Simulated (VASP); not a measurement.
Input for VASP

**POSCAR**
```
PbO
1
    3.5426098528     0.0000000000     0.0000000000
   -1.7713049265     3.0679904163     0.0000000000
    0.0000000000     0.0000000000     6.4306278699
Pb O
2 2
Direct
  1.0000000000   1.0000000000   1.0000000000
  1.0000000000   1.0000000000   0.5000000000
  0.3333330000   0.6666670000   0.2500000000
  0.6666670000   0.3333330000   0.7500000000
```

INCAR:
```
ALGO  =  Normal
EDIFF  =  1E-6
EDIFFG  =  -0.02
ENCUT  =  620
GGA  =  PS
IBRION  =  2
ISIF  =  3
ISMEAR  =  1
LASPH  =  .TRUE.
LCHARG  =  .FALSE.
LMAXMIX  =  4
LREAL  =  .FALSE.
LWAVE  =  .FALSE.
NELM  =  100
NSW  =  40
PREC  =  Accurate
SIGMA  =  0.1
SYSTEM  =  PbO
```

KPOINTS:
```
Automatic
0
Gamma
 10 10 5
```

POTCAR, in this order: Pb_d O (PBE.64 set). Program: vasp_std.

Problem. Write an equivalent input for Quantum ESPRESSO's pw.x.

Solution. One equivalent input (not run):
```
&CONTROL
  calculation = 'vc-relax'
  pseudo_dir = './pseudo'
  outdir = './out'
  tprnfor = .true.
  tstress = .true.
  nstep = 40
  forc_conv_thr = 0.00078
/
&SYSTEM
  ibrav = 0
  nat = 4
  ntyp = 2
  ecutwfc = 84
  occupations = 'smearing'
  smearing = 'methfessel-paxton'
  degauss = 0.00735
  input_dft = 'pbesol'
/
&ELECTRONS
  conv_thr = 7.3e-08
  electron_maxstep = 100
/
&IONS
/
&CELL
/
ATOMIC_SPECIES
  Pb 207.200 Pb.upf
  O 15.999 O.upf
CELL_PARAMETERS angstrom
     3.5426099    0.0000000    0.0000000
    -1.7713049    3.0679904    0.0000000
     0.0000000    0.0000000    6.4306279
ATOMIC_POSITIONS crystal
  Pb   1.0000000  1.0000000  1.0000000
  Pb   1.0000000  1.0000000  0.5000000
  O    0.3333330  0.6666670  0.2500000
  O    0.6666670  0.3333330  0.7500000
K_POINTS automatic
  10 10 5 0 0 0
```
The two are equivalent in intent, not identical: the potentials are each code's own (VASP's PAW set, PseudoDojo norm-conserving files in pw.x), so ENCUT and ecutwfc are chosen apart and not converted; conv_thr bounds pw.x's estimated SCF error, while EDIFF bounds the energy change between steps; forc_conv_thr acts on force components and is met together with etot_conv_thr.

The structure was generated: PbO was put into the NiAs type type (P6_3/mmc), which need not be its known phase. It was relaxed first, which changed the volume by +51 %.
